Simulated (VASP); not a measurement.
# Si3Bi2TeSe2 (P-3m1) in VASP: relaxation of cell and atoms with PBE

Aim: the relaxation of cell and atoms of Si3Bi2TeSe2 with PBE.

Everything below comes from runs of VASP 6.6.1. Logs are shortened: lines on timing, memory, paths and dates and some standing lists are left out, and cuts for length are marked.

## 1. The crystal as given

It takes space group P-3m1 (No. 164, trigonal). The conventional cell has a = 5.175 Å, b = 5.175 Å, c = 10.009 Å, α = 90.00°, β = 90.00°, γ = 120.00°. Si (site symmetry 2/m) has 4 Si at 2.59 Å and 2 Te at 2.59 Å as nearest neighbours. Around Bi (site symmetry 3m) lie 3 Bi at 2.99 Å. Around Te (site symmetry -3m) lie 6 Si at 2.59 Å. Around Se (site symmetry 3m) lie 1 Te at 3.11 Å and 3 Bi at 3.49 Å.

The cell was built by a generator and needn't be a form met in nature.

## 2. Relaxation of cell and atoms, PBE

The input, INCAR:

```
SYSTEM = Si3Bi2TeSe2
PREC = Normal
ENCUT = 520
EDIFF = 1E-4
ISMEAR = 0
SIGMA = 0.15
LREAL = .FALSE.
LASPH = .TRUE.
NELM = 60
ALGO = Fast
ISIF = 3
LWAVE = .FALSE.
LCHARG = .FALSE.
GGA = PE
IBRION = 2
NSW = 24
EDIFFG = -0.08
```

The input, KPOINTS:

```
Automatic mesh
0
G
  3 3 2
  0 0 0
```

The input, POSCAR:

```
Si3Bi2TeSe2
1.0
    5.1752599800      0.0000000000      0.0000000000
   -2.5876299900      4.4819066100      0.0000000000
    0.0000000000      0.0000000000     10.0090955500
Si Bi Te Se
3 2 1 2
Direct
    0.5000000000      0.0000000000      0.0000000000
    0.0000000000      0.5000000000      0.0000000000
    0.5000000000      0.5000000000      0.0000000000
    0.3333333300      0.6666666700      0.4911209500
    0.6666666700      0.3333333300      0.5088790500
    0.0000000000      0.0000000000      0.0000000000
    0.0000000000      0.0000000000      0.3108788600
    0.0000000000      0.0000000000      0.6891211400
```

Potentials or basis: VASP PAW PBE potentials, release 64 (Si, Bi_d, Te, Se).

Started as:

```
$ cat potpaw_PBE.64/Si/POTCAR potpaw_PBE.64/Bi_d/POTCAR potpaw_PBE.64/Te/POTCAR potpaw_PBE.64/Se/POTCAR > POTCAR
$ mpirun -np 1 vasp_std > vasp.out
```

OUTCAR:

```text
SYSTEM = Si3Bi2TeSe2
   PREC = Normal
   ENCUT = 520
   EDIFF = 1E-4
   ISMEAR = 0
   LREAL = .FALSE.
   LASPH = .TRUE.
   NELM = 60
   ISIF = 3
   GGA = PE
   IBRION = 2
   NSW = 24
   EDIFFG = -0.08

 ion  position               nearest neighbor table
   1  0.500  0.000  0.000-   2 2.59   3 2.59   3 2.59   2 2.59   6 2.59   6 2.59
   2  0.000  0.500  0.000-   1 2.59   6 2.59   6 2.59   1 2.59   3 2.59   3 2.59
   3  0.500  0.500  0.000-   1 2.59   6 2.59   1 2.59   6 2.59   2 2.59   2 2.59
   4  0.333  0.667  0.491-   5 2.99   5 2.99   5 2.99
   5  0.667  0.333  0.509-   4 2.99   4 2.99   4 2.99
   6  0.000  0.000  0.000-   2 2.59   3 2.59   2 2.59   3 2.59   1 2.59   1 2.59   8 3.11   7 3.11

   7  0.000  0.000  0.311-   6 3.11
   8  0.000  0.000  0.689-   6 3.11

  LATTYP: Found a hexagonal cell.
 ALAT       =     5.1752599800
 C/A-ratio  =     1.9340275829

  Lattice vectors:

 A1 = (   5.1752599800,   0.0000000000,   0.0000000000)
 A2 = (  -2.5876299900,   4.4819066100,   0.0000000000)
 A3 = (   0.0000000000,   0.0000000000,  10.0090955500)

Analysis of symmetry for initial positions (statically):
=====================================================================
 Subroutine PRICEL returns:
 Original cell was already a primitive cell.

 Routine SETGRP: Setting up the symmetry group for a
 hexagonal supercell.

 Subroutine GETGRP returns: Found 12 space group operations
 (whereof 12 operations were pure point group operations)
 out of a pool of 24 trial point group operations.

The static configuration has the point symmetry D_3d.

Analysis of symmetry for dynamics (positions and initial velocities):
=====================================================================
 Subroutine PRICEL returns:
 Original cell was already a primitive cell.

 Routine SETGRP: Setting up the symmetry group for a
 hexagonal supercell.

 Subroutine GETGRP returns: Found 12 space group operations
 (whereof 12 operations were pure point group operations)
 out of a pool of 24 trial point group operations.

The dynamic configuration has the point symmetry D_3d.

 Subroutine INISYM returns: Found 12 space group operations
 (whereof 12 operations are pure point group operations),
 and found     1 'primitive' translations

----------------------------------------------------------------------------------------

                                     Primitive cell

  volume of cell :     232.1613

  direct lattice vectors                    reciprocal lattice vectors
     5.175259980  0.000000000  0.000000000     0.193227008  0.111559665  0.000000000
    -2.587629990  4.481906610  0.000000000     0.000000000  0.223119330  0.000000000
     0.000000000  0.000000000 10.009095550     0.000000000  0.000000000  0.099909127

  length of vectors
     5.175259980  5.175259977 10.009095550     0.223119330  0.223119330  0.099909127

  position of ions in fractional coordinates (direct lattice)
     0.500000000  0.000000000  0.000000000
     0.000000000  0.500000000  0.000000000
     0.500000000  0.500000000  0.000000000
     0.333333330  0.666666670  0.491120950
     0.666666670  0.333333330  0.508879050
     0.000000000  0.000000000  0.000000000
     0.000000000  0.000000000  0.310878860
     0.000000000  0.000000000  0.689121140

  ion indices of the primitive-cell ions
   primitive index   ion index
                 1           1
                 2           2
                 3           3
                 4           4
                 5           5
                 6           6
                 7           7
                 8           8

----------------------------------------------------------------------------------------

 KPOINTS: Automatic mesh

Automatic generation of k-mesh.
 Grid dimensions read from file:
 generate k-points for:    3    3    2

 Generating k-lattice:

  Cartesian coordinates                     Fractional coordinates (reciprocal lattice)
     0.064409003  0.037186555  0.000000000     0.333333333  0.000000000  0.000000000
     0.000000000  0.074373110  0.000000000     0.000000000  0.333333333  0.000000000
     0.000000000  0.000000000  0.049954564     0.000000000  0.000000000  0.500000000

  Length of vectors
     0.074373110  0.074373110  0.049954564

  Shift w.r.t. Gamma in fractional coordinates (k-lattice)
     0.000000000  0.000000000  0.000000000

 Subroutine IBZKPT returns following result:
 ===========================================

 Found      6 irreducible k-points:

 Following reciprocal coordinates:
            Coordinates               Weight
  0.000000  0.000000  0.000000      1.000000
  0.333333 -0.000000  0.000000      6.000000
  0.333333  0.333333  0.000000      2.000000
  0.000000  0.000000  0.500000      1.000000
  0.333333 -0.000000  0.500000      6.000000
  0.333333  0.333333  0.500000      2.000000
   k-points           NKPTS =      6   k-points in BZ     NKDIM =      6   number of bands    NBANDS=     36
   number of dos      NEDOS =    301   number of ions     NIONS =      8
   total plane-waves  NPLWV =  50400
   dimension x,y,z NGX =    30 NGY =   30 NGZ =   56
   dimension x,y,z NGXF=    60 NGYF=   60 NGZF=  112
   ions per type =               3   2   1   2
   NGX,Y,Z   is equivalent  to a cutoff of   9.64,  9.64,  9.30 a.u.
   NGXF,Y,Z  is equivalent  to a cutoff of  19.27, 19.27, 18.60 a.u.
 SYSTEM =  Si3Bi2TeSe2
   PREC   = normal    normal or accurate (medium, high low for compatibility)
   ISTART =      0    job   : 0-new  1-cont  2-samecut
   ICHARG =      2    charge: 1-file 2-atom 10-const
   ISPIN  =      1    spin polarized calculation?
   LNONCOLLINEAR =      F non collinear calculations
   LSORBIT =      F    spin-orbit coupling
   LASPH  =      T    aspherical Exc in radial PAW
   ENCUT  =  520.0 eV  38.22 Ry    6.18 a.u.   9.62  9.62 18.61*2*pi/ulx,y,z
   NELM   =     60;   NELMIN=  2; NELMDL= -5     # of ELM steps
   EDIFF  = 0.1E-03   stopping-criterion for ELM
   LREAL  =      F    real-space projection
   EDIFFG = -.8E-01   stopping-criterion for IOM
   NSW    =     24    number of steps for IOM
   IBRION =      2    ionic relax: 0-MD 1-quasi-New 2-CG
   NFREE  =      1    steps in history (QN), initial steepest desc. (CG)
   ISIF   =      3    stress and relaxation
   ISYM   =      2    0-nonsym 1-usesym 2-fastsym
   POTIM  = 0.5000    time-step for ionic-motion
   TEBEG  =    0.0;   TEEND  =   0.0 temperature during run
   PSTRESS=    0.0 pullay stress
   NELECT =      60.0000    total number of electrons
   NUPDOWN=      -1.0000    fix difference up-down
   EMIN   =  10.00;   EMAX   =-10.00  energy-range for DOS
   EFERMI =   0.00;   METHOD = LEGACY
   ISMEAR =     0;   SIGMA  =   0.15  broadening in eV -4-tet -1-fermi 0-gaus
   EFERMI_NEDOS =   21; number of points for ismear=-14 and -15
   IALGO  =     68    algorithm
   IMIX   =      4    mixing-type and parameters
     AMIX     =   0.40;   BMIX     =  1.00
     AMIX_MAG =   1.60;   BMIX_MAG =  1.00
  volume/ion in A,a.u.               =      29.02       195.84
  Fermi-wavevector in a.u.,A,eV,Ry     =   1.042786  1.970580 14.795019  1.087403
  Thomas-Fermi vector in A             =   2.177467
   LORBIT       =      0    0 simple, 1 ext, 2 COOP (PROOUT), +10 PAW based schemes
   GGA     = PE    functional components
   LHFCALC =     F    Hartree Fock is set to
   AEXX    =    0.0000 exact exchange contribution
   IVDW    =     0    specifies the selected vdW correction
   LEPSILON=     F    determine dielectric tensor
   LRPA    =     F    only Hartree local field effects (RPA)
 conjugate gradient relaxation of ions
 non-spin polarized calculation
 RMM-DIIS sequential band-by-band and
 Gauss-broadening in eV      SIGMA  =   0.15
  energy-cutoff  :      520.00
  volume of cell :      232.16
 maximum number of plane-waves:      6271
   NGX = 19   NGY = 19   NGZ = 37

--------------------------------------- Ionic step        1  -------------------------------------------

 number of electron      60.0000009 magnetization

 Free energy of the ion-electron system (eV)
  ---------------------------------------------------
  ext. energy  EPLUGINS =         0.00000000
  ---------------------------------------------------
  free energy    TOTEN  =       -27.96374720 eV

  energy without entropy =      -27.89613563  energy(sigma->0) =      -27.92994141

------------------------ aborting loop because EDIFF is reached ----------------------------------------

  FORCE on cell =-STRESS in cart. coord.  units (eV):
  Direction    XX          YY          ZZ          XY          YZ          ZX
  --------------------------------------------------------------------------------------
  -------------------------------------------------------------------------------------
  Total        9.4131596      9.4131596     -4.2376122     -0.0000000      0.0000000      0.0000000
  in kB       64.9615223     64.9615222    -29.2443506     -0.0000000      0.0000000      0.0000000
  external PRESSURE =      33.5595646 kB  Pullay stress =       0.0000000 kB
[... 107 lines left out ...]
  FREE ENERGIE OF THE ION-ELECTRON SYSTEM (eV)
  ---------------------------------------------------
  free  energy   TOTEN  =       -28.3977756222 eV

  energy  without entropy=      -28.3206160146  energy(sigma->0) =      -28.35919582

 E-fermi :   5.0413     XC(G=0):  -9.1240

 val. band max:        5.0321499568   @ k =   0.3333  -0.0000   0.5000
 cond. band min:       5.1687100892   @ k =   0.3333  -0.0000   0.5000
 fundamental gap:      0.1365601324
 Fermi energy:         5.0413309587

 k-point     1 :       0.0000    0.0000    0.0000
  band No.  band energies     occupation
      1     -18.0884      2.00000
      2     -18.0884      2.00000
      3     -18.0511      2.00000
      4     -18.0510      2.00000
      5     -18.0510      2.00000
      6     -18.0410      2.00000
[... 223 lines left out ...]
     35       7.4784      0.00000
     36       7.4892      0.00000

[... ionic steps 4 to 20 ...]

--------------------------------------- Ionic step       21  -------------------------------------------

 number of electron      60.0000068 magnetization

------------------------ aborting loop because EDIFF is reached ----------------------------------------

  FORCE on cell =-STRESS in cart. coord.  units (eV):
  Direction    XX          YY          ZZ          XY          YZ          ZX
  --------------------------------------------------------------------------------------
  -------------------------------------------------------------------------------------
  Total       -0.4653046     -0.4653046     -0.3386007      0.0000000      0.0000000     -0.0000000
  in kB       -3.2976552     -3.2976551     -2.3996932      0.0000000      0.0000000     -0.0000000
  external PRESSURE =      -2.9983345 kB  Pullay stress =       0.0000000 kB
[... 69 lines left out ...]
  energy  without entropy=      -28.9202523012  energy(sigma->0) =      -28.96199199

--------------------------------------- Ionic step       23  -------------------------------------------

 number of electron      60.0000029 magnetization

 Free energy of the ion-electron system (eV)
  ---------------------------------------------------
  ext. energy  EPLUGINS =         0.00000000
  ---------------------------------------------------
  free energy    TOTEN  =       -29.00981893 eV

  energy without entropy =      -28.91422888  energy(sigma->0) =      -28.96202391

 E-fermi :   5.3042     XC(G=0):  -9.2273

 val. band max:        5.2439008113   @ k =   0.3333  -0.0000   0.5000
 cond. band min:       5.3562427933   @ k =   0.3333  -0.0000   0.0000
 fundamental gap:      0.1123419821
 Fermi energy:         5.3042252245

 k-point     1 :       0.0000    0.0000    0.0000
  band No.  band energies     occupation
      1     -17.8870      2.00000
      2     -17.8870      2.00000
      3     -17.8459      2.00000
      4     -17.8459      2.00000
      5     -17.8377      2.00000
      6     -17.8248      2.00000
[... 258 lines left out ...]
  FREE ENERGIE OF THE ION-ELECTRON SYSTEM (eV)
  ---------------------------------------------------
  free  energy   TOTEN  =       -29.0098189281 eV

  energy  without entropy=      -28.9142288847  energy(sigma->0) =      -28.96202391

 reached required accuracy - stopping structural energy minimisation
```

It took 6.6 min on 1 thread of Intel Xeon Platinum 8488C (Sapphire Rapids), shared host; peak memory 0.27 GiB.

What came out:

```yaml
Free_energy: -29.0098 eV
Relaxed_volume: 28.01 Å³/atom
Relaxed_cell: a = 5.333 Å, b = 5.333 Å, c = 9.096 Å, α = 90.00°, β = 90.00°, γ = 120.00°
Space_group_after_relaxing_to_0.05_Å: P-3m1 (No. 164)
Energy_gained_by_relaxing: 130.8 meV/atom
Ionic_steps: 23
Pressure_after_relaxing: -0.2 GPa
Largest_force_after_relaxing: 0.063 eV/Å
Band_gap_on_the_k_mesh: none (metal or under the smearing width)
```

Forces on the atoms (eV/Å):
```
Si   0.000  0.000  0.000
Si   0.000  0.000  0.000
Si   0.000  0.000  0.000
Bi   0.000  0.000 -0.002
Bi   0.000  0.000  0.002
Te   0.000  0.000  0.000
Se   0.000  0.000 -0.063
Se   0.000  0.000  0.063
```

Step by step:
| step | energy change (eV) | largest force (eV/Å) | pressure (GPa) | volume (Å³) |
| --- | --- | --- | --- | --- |
| 1 | 0.0000 | 0.3907 | 3.36 | 232.16 |
| 2 | -0.4058 | 0.2522 | -2.73 | 252.64 |
| 3 | -0.4340 | 0.3199 | -1.65 | 247.95 |
| 4 | -0.5970 | 0.3359 | -1.36 | 240.25 |
| 5 | -0.7238 | 0.3765 | -0.25 | 226.55 |
| 6 | -0.7254 | 0.4163 | -0.40 | 228.18 |
| 7 | -0.7255 | 0.3321 | -0.37 | 227.76 |
| 8 | -0.7482 | 0.4470 | 0.26 | 224.66 |
| 9 | -0.7531 | 0.5006 | 0.72 | 222.89 |
| 10 | -0.7656 | 0.5031 | 0.80 | 222.77 |
| 11 | -0.8047 | 0.5448 | 0.93 | 222.42 |
| 12 | -0.8812 | 0.5252 | 1.13 | 221.70 |
| 13 | -0.9665 | 0.2664 | 1.49 | 220.23 |
| 14 | -1.0104 | 0.1289 | 0.66 | 223.59 |
| 15 | -1.0219 | 0.1270 | 0.09 | 225.41 |
| 16 | -1.0209 | 0.1090 | -0.71 | 229.08 |
| 17 | -1.0253 | 0.1473 | -0.47 | 226.99 |
| 18 | -1.0299 | 0.1093 | -0.33 | 226.66 |
| 19 | -1.0309 | 0.1075 | -0.40 | 226.57 |
| 20 | -1.0328 | 0.1077 | -0.47 | 226.41 |
| 21 | -1.0359 | 0.1087 | -0.30 | 226.07 |
| 22 | -1.0400 | 0.1033 | -0.26 | 225.40 |
| 23 | -1.0461 | 0.0632 | -0.21 | 224.06 |

Final structure:
```cif
data_structure
_symmetry_space_group_name_H-M 'P 1'
_symmetry_Int_Tables_number 1
_cell_length_a 5.3334
_cell_length_b 5.3334
_cell_length_c 9.0956
_cell_angle_alpha 90.000
_cell_angle_beta 90.000
_cell_angle_gamma 120.000
_cell_volume 224.06
loop_
_atom_site_label
_atom_site_type_symbol
_atom_site_fract_x
_atom_site_fract_y
_atom_site_fract_z
_atom_site_occupancy
Si1 Si 0.50000 0.00000 0.00000 1
Si2 Si 0.00000 0.50000 0.00000 1
Si3 Si 0.50000 0.50000 0.00000 1
Bi1 Bi 0.33333 0.66667 0.42594 1
Bi2 Bi 0.66667 0.33333 0.57406 1
Te1 Te 0.00000 0.00000 0.00000 1
Se1 Se 0.00000 0.00000 0.31547 1
Se2 Se 0.00000 0.00000 0.68453 1
```

Caveat: the k mesh is coarse (spacing up to 0.47 Å⁻¹), so the values aren't converged; spin-orbit coupling is left out, which moves the levels of the heavy elements; this functional lacks dispersion, which binds the layers, so the pressure and a relaxed spacing across them are unreliable; the relaxation stopped at a loose force limit of 0.08 eV/Å, so its end isn't a converged minimum.
